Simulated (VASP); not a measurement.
Given:

```
CaGe2
1.0
    2.03539     1.17513     5.37355
   -2.03539     1.17513     5.37355
    0.00000    -2.35026     5.37355
Ca Ge
1 2
Direct
  0.00000   0.00000   0.00000
  0.79853   0.79853   0.79853
  0.20147   0.20147   0.20147
```

Method: PBEsol GGA, VASP's PBE PAW potentials (set 64) (plane waves; VASP 6.6.1). Settings: 300 eV cut-off, 9×9×9 Γ-centred mesh, Gaussian smearing of 0.10 eV, potentials Ca_sv Ge_d.

At this cut-off the stress carries a Pulay error, which pulls relaxed volumes low.

Problem. Predict the energy per atom (σ→0), pressure, band gap (on the k-mesh) with the smallest direct gap where there is one.

Solution. 
- band gap (on the k-mesh) = none (metal, semimetal or under 0.01 eV)
- energy per atom (σ→0) = -4.490 eV/atom
- pressure = -5.14 GPa

The absolute energy has meaning only against runs of the same code, potentials and settings.

The structure comes from a computed database's CaGe2 entry; how it stands against other phases isn't given here. The cell was not relaxed at this level.
